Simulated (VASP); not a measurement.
Here is the system:

```yaml
crystal:
  lattice:
    - [5.06343, 0.00000, 0.00000]
    - [-2.53171, 4.38506, 0.00000]
    - [0.00000, 0.00000, 5.54255]
  atoms:
    - { symbol: Si, position: [0.00000, 0.50000, 0.66667] }
    - { symbol: Si, position: [0.50000, 0.00000, 0.00000] }
    - { symbol: Si, position: [0.50000, 0.50000, 0.33333] }
    - { symbol: O, position: [0.79145, 0.58291, 0.50000] }
    - { symbol: O, position: [0.20855, 0.79145, 0.83333] }
    - { symbol: O, position: [0.41709, 0.20855, 0.16667] }
    - { symbol: O, position: [0.20855, 0.41709, 0.50000] }
    - { symbol: O, position: [0.79145, 0.20855, 0.83333] }
    - { symbol: O, position: [0.58291, 0.79145, 0.16667] }
```

Method: r2SCAN meta-GGA, VASP's PBE PAW potentials (set 64) (plane waves; VASP). Numerical set-up: 520 eV cut-off, 6×6×5 Γ-centred mesh, tetrahedra with Blöchl corrections, potentials Si O.

Task: Tabulate the total density of states (states/eV per cell) against energy (eV; zero at the valence-band maximum or, without a gap, the Fermi level).

Result: 
```
E (eV) | DOS (states/eV)
    -9.98 |  0.00
    -9.14 | #### 1.20
    -8.30 | # 0.25
    -7.58 | ############ 3.73
    -6.74 | ######## 2.55
    -5.90 | ###### 1.86
    -5.06 | ###################### 7.07
    -4.22 |  0.00
    -3.38 |  0.11
    -2.54 | ############ 3.99
    -1.82 | ############################## 9.61
    -0.98 | ########################### 8.68
    -0.14 | ############################## 9.63
     0.70 |  0.00
     1.54 |  0.00
     2.26 |  0.00
     3.10 |  0.00
     3.94 |  0.00
     4.78 |  0.00
     5.62 |  0.00
     6.46 |  0.04
     7.30 | # 0.43
     8.02 | ### 0.87
     8.86 | #### 1.19
     9.70 | ##################### 6.78
```
Within 2 eV below the valence-band maximum the largest weight inside VASP's projection spheres is O p.

The structure comes from a computed database's SiO2 entry (P6_222); how it stands against other phases isn't given here. It was relaxed first.
